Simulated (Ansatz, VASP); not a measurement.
# V (V(110)) in two plane-wave programs

Wanted: the spread between two codes on one cell, functional and k mesh. Other levels of theory on this material are compared in a session of their own. Valence electrons are named where the data sets of a main pair hold unlike numbers.

Calculated with Ansatz 0.2.0; plane waves, with VASP 6.6.1 beside it; single point at PBEsol.

## Step 1: Set-up

The cell holds 7 atoms: 7 V. Its edges and angles: a = 2.615 Å, b = 2.615 Å, c = 30.813 Å, α = 90.0°, β = 90.0°, γ = 70.5°. Vacuum lies along c.

## Step 2: Ansatz: single point, PBEsol

Ansatz runs on its default PAW (the set named soft_2) files.

A single point gives forces, pressure and levels at one fixed geometry, so differences don't come from the geometry; what else differs is listed under the comparison.

File input.yaml:

```yaml
crystal:
  lattice:
    - [2.1354624792, -1.51, 0.0]
    - [2.1354624792, 1.51, 0.0]
    - [0.0, 0.0, 30.8127748751]
  atoms:
    - { symbol: V, position: [0.0, 0.0, 0.2920866438], spin: 2.0 }
    - { symbol: V, position: [0.5, 0.5, 0.3613910959], spin: 2.0 }
    - { symbol: V, position: [0.0, 0.0, 0.4306955479], spin: 2.0 }
    - { symbol: V, position: [0.5, 0.5, 0.5], spin: 2.0 }
    - { symbol: V, position: [0.0, 0.0, 0.5693044521], spin: 2.0 }
    - { symbol: V, position: [0.5, 0.5, 0.6386089041], spin: 2.0 }
    - { symbol: V, position: [0.0, 0.0, 0.7079133562], spin: 2.0 }
hamiltonian:
  xc: pbesol
  pseudopotentials: { kind: paw }
magnetization:
  spin_polarized: true
kpoints:
  mp_grid: { grid: [10, 10, 1] }
scf:
  occupations: { method: methfessel_paxton, width: 0.1 }
  n_extra_bands: 14
efield:
  axis: 3
  dipole_correction: true
  ramp_width: 0.04
output:
  forces: true
  eigenvalues: true
```

Launch:

```sh
ansatz run input.yaml --threads 4 --pin off --max-ram 9216MiB --backend cpu --events-out ev --progress --plain --runs-dir out
```

Numbers of over 12 decimals in the logs are rounded to 6 here.

Output:

```text
Warning: the band count 60 (scf.n_extra_bands) hosts the net moment |M| = 14.0000 μB (N_el = 91) but caps the reachable moment at 2·n_bands − N_el = 29.0000 μB, below the 63 bands that the automatic rule leaves for it — a moment growing past the seed, or the majority channel's smearing tail, pins there with fewer empty majority states than that count leaves; raise or omit scf.n_extra_bands unless the cap is intended
scf.n_extra_bands = 14 over 46 filled bands (N_el = 91.0): the run solves 60 bands
Engine: ansatz 0.2.0, x86_64-unknown-linux-gnu
Pseudopotentials: kind: paw
Pseudopotential: V, paw, valence charge 13, recommended cutoff 420 eV (normal), V.paw.azcp
Functional definition: PBEsol
  exchange = pbesol_x
  correlation = pbesol_c
Crystal: 7 atoms, lattice volume = 198.715 Å³
Basis set: ecut = 420 eV, 3845 PW (Γ), exchange–correlation on 36×36×432 points (8 copies of the dense FFT grid, shifted against one another)
Bands: 60, of which v1, the nominal top of the filled ones, is band 46 counted from 1 (45 counted from 0)
Symmetry: 4 space group operations
k-points: 31 of 100
Non-local potential: V, projectors of the file, l = 0: 3, l = 1: 2, l = 2: 3, l = 3: 1
PAW form: soft (Blöchl's): semilocal exchange-correlation on the pseudo side does not see the compensation charge
PAW frozen core: V, regenerated for the run's functional, and the local potential with it (the file was generated under x = pbe(κ = 0.804, μ = 0.219515), c = pbe(β = 0.066725))
PAW one-centre angular grid: V, 590 points (default); XC on 64 Gauss nodes
Initial density: superposition of atomic densities (neutral atoms: chi_scale 0, normalization atom)
Starting moments: Σ|m| = 14 μB on 7 of 7 sites
Initial wavefunctions: pseudopotential atomic-orbital guess
Functional: x = pbesol(κ = 0.804, μ = 0.123457), c = pbesol(β = 0.046)
SCF iter   1: F=—  HF=-20202.698758 eV  |F-HF|=—  |Δ(HF+E_count)|=         —  Δρ=1.14e-1 (↑1.14e-1 ↓6.86e-2)  dr2=7.08e1  dr2_m=1.38e1  M=1.920 μB ∫|m|=2.207 μB  β_m=0.35  ethr=3.10e-3  p=0.000 e·Å  D=3.95e-13 V/Å  ΔV_dip=-0.00 eV  dr2_dipole=4.85e-9  V_vac-E_F(+/−)=8.62/8.62 eV  ⟨swp⟩=8.4  Hψ=18253  notcnv=0
Mixer restart at iter 1: flushing history
efield: sawtooth ramp at fractional position 0.9800 (placed from the atoms, in the widest stretch of the axis that holds none; the zero of the levels goes with the place), width 0.0400; the density the first Hamiltonian is built on has a dipole p = 0.000 e·Å; the dipole correction subtracts the counter field D = 3.95e-13 V/Å, which shifts the + side's vacuum level by -0.00 eV against the − side's; the planar-averaged density in the ramp window peaks in size at 2.9e-6 e/Å³
preconditioner: auto → LDOS  [metal: Δε(μ)=0.005 eV  Ē_g=4.296 eV  σ=0.100 eV  W_gap=0.03  n_scr=22 (ndim 8)  ℏωp=15.6 eV  f_vac=0.456  D(μ)=6.72/eV (n_scr^D=24)]
spin=Collinear: LDOS preconditioning applied to the charge; magnetization (m = ρ↑ − ρ↓) channel mixes plain (no charge-response kernel on spin).
SCF iter   2: F=—  HF=-20195.046382 eV  |F-HF|=—  |Δ(HF+E_count)|=    7.65e0  Δρ=6.37e-2 (↑6.37e-2 ↓5.36e-2)  dr2=1.76e1  dr2_m=5.98e0  M=1.998 μB ∫|m|=2.180 μB  β_m=0.50  ethr=3.10e-3  p=0.000 e·Å  D=1.70e-6 V/Å  ΔV_dip=-0.00 eV  dr2_dipole=1.25e-8  V_vac-E_F(+/−)=6.62/6.62 eV  ⟨swp⟩=3.3  Hψ=8370  notcnv=0  defer=346
density mixer auto → msr1: a metal under ldos (density of states about μ 3.27 of a free-electron gas's, 22 screened modes)
SCF iter   3: F=—  HF=-20194.798825 eV  |F-HF|=—  |Δ(HF+E_count)|=   2.48e-1  Δρ=2.39e-2 (↑2.39e-2 ↓1.72e-2)  dr2=4.90e0  dr2_m=7.27e-1  M=0.849 μB ∫|m|=0.936 μB  β_m=0.58  ethr=3.10e-3  p=0.000 e·Å  D=9.30e-6 V/Å  ΔV_dip=-0.00 eV  dr2_dipole=1.38e-8  V_vac-E_F(+/−)=4.10/4.10 eV  ⟨swp⟩=3.7  Hψ=6667  notcnv=0  defer=345
SCF iter   4: F=—  HF=-20194.590789 eV  |F-HF|=—  |Δ(HF+E_count)|=   2.08e-1  Δρ=1.29e-2 (↑1.29e-2 ↓1.15e-2)  dr2=7.77e-1  dr2_m=2.58e-1  M=0.679 μB ∫|m|=0.743 μB  β_m=0.79  ethr=3.10e-3  p=0.000 e·Å  D=1.42e-5 V/Å  ΔV_dip=-0.00 eV  dr2_dipole=8.17e-9  V_vac-E_F(+/−)=4.55/4.55 eV  ⟨swp⟩=2.4  Hψ=4800  notcnv=0  defer=296
SCF iter   5: F=—  HF=-20194.573787 eV  |F-HF|=—  |Δ(HF+E_count)|=   1.70e-2  Δρ=4.24e-3 (↑4.24e-3 ↓1.78e-3)  dr2=4.26e-2  dr2_m=8.92e-3  M=0.291 μB ∫|m|=0.321 μB  β_m=0.70  ethr=8.54e-4  p=0.000 e·Å  D=3.17e-5 V/Å  ΔV_dip=-0.00 eV  dr2_dipole=3.58e-8  V_vac-E_F(+/−)=4.87/4.87 eV  ⟨swp⟩=2.3  Hψ=5030  notcnv=0  defer=296
SCF iter   6: F=—  HF=-20194.564874 eV  |F-HF|=—  |Δ(HF+E_count)|=   8.91e-3  Δρ=1.33e-3 (↑9.82e-4 ↓1.33e-3)  dr2=8.68e-3  dr2_m=2.15e-3  M=0.220 μB ∫|m|=0.251 μB  β_m=0.83  ethr=4.68e-5  p=0.000 e·Å  D=1.43e-5 V/Å  ΔV_dip=-0.00 eV  dr2_dipole=1.45e-8  V_vac-E_F(+/−)=4.91/4.91 eV  ⟨swp⟩=2.8  Hψ=7548  notcnv=0  defer=295
SCF iter   7: F=—  HF=-20194.565438 eV  |F-HF|=—  |Δ(HF+E_count)|=   5.64e-4  Δρ=6.82e-4 (↑6.82e-4 ↓5.61e-4)  dr2=3.20e-3  dr2_m=6.27e-4  M=0.125 μB ∫|m|=0.151 μB  β_m=0.91  ethr=9.54e-6  p=-0.000 e·Å  D=-6.80e-6 V/Å  ΔV_dip=0.00 eV  dr2_dipole=7.67e-9  V_vac-E_F(+/−)=4.88/4.88 eV  ⟨swp⟩=2.7  Hψ=5329  notcnv=0  defer=295
[...]
SCF iter  16: F=—  HF=-20194.534818 eV  |F-HF|=—  |Δ(HF+E_count)|=   4.67e-7  S|Δr|=    0.00e0  Δρ=6.94e-6 (↑5.96e-6 ↓6.94e-6)  dr2=9.82e-8  dr2_m=6.47e-8  M=0.002 μB ∫|m|=0.004 μB  β_m=0.91  ethr=1.04e-10  p=0.000 e·Å  D=5.53e-9 V/Å  ΔV_dip=-0.00 eV  dr2_dipole=4.02e-13  V_vac-E_F(+/−)=4.93/4.93 eV  ⟨swp⟩=4.2  Hψ=10322  notcnv=0
SCF iter  17: F=—  HF=-20194.534818 eV  |F-HF|=—  |Δ(HF+E_count)|=   7.96e-8  S|Δr|=    0.00e0  Δρ=5.34e-6 (↑3.97e-6 ↓5.34e-6)  dr2=6.98e-8  dr2_m=2.87e-8  M=0.001 μB ∫|m|=0.002 μB  β_m=0.95  ethr=1.04e-10  p=-0.000 e·Å  D=-3.07e-10 V/Å  ΔV_dip=0.00 eV  dr2_dipole=7.78e-13  V_vac-E_F(+/−)=4.93/4.93 eV  ⟨swp⟩=4.1  Hψ=10385  notcnv=0
SCF iter  18: F=—  HF=-20194.534818 eV  |F-HF|=—  |Δ(HF+E_count)|=   4.38e-8  S|Δr|=    0.00e0  Δρ=2.64e-6 (↑2.49e-6 ↓2.64e-6)  dr2=3.04e-8  dr2_m=4.27e-9  M=0.000 μB ∫|m|=0.001 μB  β_m=0.92  ethr=7.67e-11  p=-0.000 e·Å  D=-2.15e-8 V/Å  ΔV_dip=0.00 eV  dr2_dipole=1.16e-12  V_vac-E_F(+/−)=4.93/4.93 eV  ⟨swp⟩=4.6  Hψ=11197  notcnv=0
SCF iter  19: F=—  HF=-20194.534818 eV  |F-HF|=—  |Δ(HF+E_count)|=   1.29e-8  S|Δr|=    0.00e0  Δρ=1.58e-6 (↑1.58e-6 ↓1.34e-6)  dr2=1.82e-8  dr2_m=1.55e-9  M=0.000 μB ∫|m|=0.000 μB  β_m=0.88  ethr=3.34e-11  p=-0.000 e·Å  D=-7.38e-9 V/Å  ΔV_dip=0.00 eV  dr2_dipole=8.31e-13  V_vac-E_F(+/−)=4.93/4.93 eV  ⟨swp⟩=3.2  Hψ=8011  notcnv=0
SCF iter  20: F=—  HF=-20194.534818 eV  |F-HF|=—  |Δ(HF+E_count)|=   1.54e-9  S|Δr|=    0.00e0  Δρ=7.94e-7 (↑7.94e-7 ↓7.26e-7)  dr2=1.88e-9  dr2_m=7.41e-10  M=0.000 μB ∫|m|=0.000 μB  β_m=0.94  ethr=2.00e-11  p=-0.000 e·Å  D=-4.82e-10 V/Å  ΔV_dip=0.00 eV  dr2_dipole=1.17e-14  V_vac-E_F(+/−)=4.93/4.93 eV  ⟨swp⟩=2.5  Hψ=7127  notcnv=0
SCF iter  21: F=—  HF=-20194.534818 eV  |F-HF|=—  |Δ(HF+E_count)|=   1.08e-9  S|Δr|=    0.00e0  Δρ=5.31e-7 (↑4.37e-7 ↓5.31e-7)  dr2=9.33e-10  dr2_m=2.13e-10  M=0.000 μB ∫|m|=0.000 μB  β_m=0.90  ethr=2.07e-12  p=-0.000 e·Å  D=-1.25e-9 V/Å  ΔV_dip=0.00 eV  dr2_dipole=4.47e-14  V_vac-E_F(+/−)=4.93/4.93 eV  ⟨swp⟩=2.3  Hψ=6812  notcnv=0
SCF iter  22: F=-20194.534818 eV  HF=-20194.534818 eV  |F-HF|=1.82e-11  |Δ(HF+E_count)|=  6.04e-10  S|Δr|=    0.00e0  Δρ=2.35e-7 (↑2.35e-7 ↓1.98e-7)  dr2=1.21e-10  dr2_m=5.83e-11  M=0.000 μB ∫|m|=0.000 μB  ethr=1.03e-12  p=0.000 e·Å  D=3.66e-11 V/Å  ΔV_dip=-0.00 eV  dr2_dipole=2.78e-14  V_vac-E_F(+/−)=4.93/4.93 eV  ⟨swp⟩=2.0  Hψ=6768  notcnv=0
SCF 1 converged in 22 iterations: F = -20194.534818 eV  dr2 = 1.21e-10
  greatest PAW one-centre occupation: 1.000 electrons in one spin orbital (limit 2), on the V atom at site 5 (counted from 0), in its partial waves of l = 0
WARN: the starting moments were not kept: the SCF closed with an absolute magnetisation of 8.2e-5 μB, where they sum to 14 μB in size (7 sites). That is at most 0.1 of that sum. Measured as dr2_m measures the in/out step, that magnetisation stands 5.7e-10 eV from none, at or under the dr2_threshold of 1.0e-7 eV: it is no larger than a step whose dr2_m would equal this threshold. The system may hold no moment; this SC [...]
this state was not tested for a lower state beside it, because cold or Methfessel-Paxton smearing, or corrected tetrahedra, fill the levels in a way that the test cannot read (fill_not_monotonic; see scf.lower_state_search)
SCF converged after 22 iterations
Magnetization: 0.0001 μB (45.5000 up, 45.5000 down)
Absolute magnetization: 0.0001 μB (∫|ρ↑−ρ↓|, with the PAW one-centre terms)
Spin contamination: 0.0000 ħ² per cell (⟨S²⟩ above its minimum at these occupations)
Per-site moments (μB) at R_I (Å): [(1.5078594963556856e-5, 1.078851), (6.043566686139856e-6, 1.078851), (6.716453722967551e-6, 1.078851), (7.30644444713804e-6, 1.078851), (6.709587208896421e-6, 1.078851), (6.061879930590653e-6, 1.078851), (1.505469894849852e-5, 1.078851)]
Free energy (F): -20194.534818 eV
Harris-Foulkes:  -20194.534818 eV  (|F-HF|=1.82e-11)
Internal energy: -20194.536940 eV  (E = F + TS)
E sigma→0 (E₀):  -20194.535349 eV
Entropy (-TS):   0.002121 eV (0.303 meV/atom)
Fermi energy:    5.356402 eV
Dipole field:    D = 0.000000 V/Å  (p = 0.000000 e·Å, saw-weighted, corrected)
Work function:   Φ+ = 4.9285 eV   Φ− = 4.9285 eV
Levels:          The Fermi level and band energies are counted from a zero that moves with the ramp; work functions are not
--- Per-component energies (eV) ---
  E_band       = -2023.775178
  E_kinetic    = 2342.805781
  E_local      = -166617.134745  (includes V_loc(G=0)·N_el)
  E_nonlocal   = -306.511678
  E_hartree    = 82541.662744
  E_xc         = -900.868386
  E_vxc        = -1146.688367  (∫ρ·V_xc dr)
  E_paw        = -7603.660739  (= ΣΔE_a)
  E_vpaw       = -1379.575310  (= ΣTr[D̂ρ^β])
  E_aug_tail   = 0.001815  (compensation charges beyond the density's cutoff)
  E_efield     = 0.000000  (sawtooth field / dipole correction)
  E_vefield    = 0.000000  (∫n·V_field dr)
  E_ewald      = 70348.120515
  E_core_change = 1.047754  (= ΣΔE_core)
  E_smearing   = 0.002121  (= −TS)
  E_closure    = -0.000000  (closes the sum)
  Σ components = -20194.534818   (vs F -20194.534818, Δ=0.00e0)
--- Forces (eV/Å), atoms counted from 1 ---
  atom   1  V      0.00000000     0.00000000     0.85112463
  atom   2  V      0.00000000     0.00000000    -0.36758939
  atom   3  V      0.00000000     0.00000000    -0.09955420
  atom   4  V      0.00000000     0.00000000     0.00000006
  atom   5  V      0.00000000     0.00000000     0.09955418
  atom   6  V      0.00000000     0.00000000     0.36758928
  atom   7  V      0.00000000     0.00000000    -0.85112464
  max |Σ_I F_I| component: 7.24e-8 eV/Å
--- Band table (eV; the first three rows and the last of 62) ---
  k-point 0 ↑: bands = [... 42 lower, 5.4424, 5.4489, 5.5305, 5.6234, 5.6637, 5.7132, 5.8464, 6.1077, ... 10 higher]
  k-point 1 ↑: bands = [... 42 lower, 5.2760, 5.2944, 5.4080, 5.5360, 5.5775, 5.7107, 5.8352, 5.9126, ... 10 higher]
  k-point 2 ↑: bands = [... 42 lower, 4.9792, 5.1103, 5.1371, 5.2083, 5.2386, 5.3247, 5.4184, 6.3176, ... 10 higher]
  k-point 30 ↓: bands = [... 42 lower, 5.3322, 5.6959, 6.1253, 6.8415, 6.8781, 6.9456, 7.0348, 7.1592, ... 10 higher]
```

The job ended after 28 s (4 threads of AMD EPYC 9R14 (Zen 4), shared host; peak memory 0.97 GiB).

The column dr2 measures how far the density is from self-consistency, as an energy; F and HF (Harris–Foulkes) agree once it is small.

(Part 1 of 2 ends here.)

[Lines on the potential files, build, host, timing and source positions are cut from VASP's logs without a mark.]

[Logs are printed without paths, hosts, clocks, repeated set-up lines and the standing remarks that a program may print on its own settings, such as how far it seeks lower states.]

[Hosts, paths, dates, database ids (printed as entryN), source tags and the programs' standing remarks are cut or masked in the printed files.]
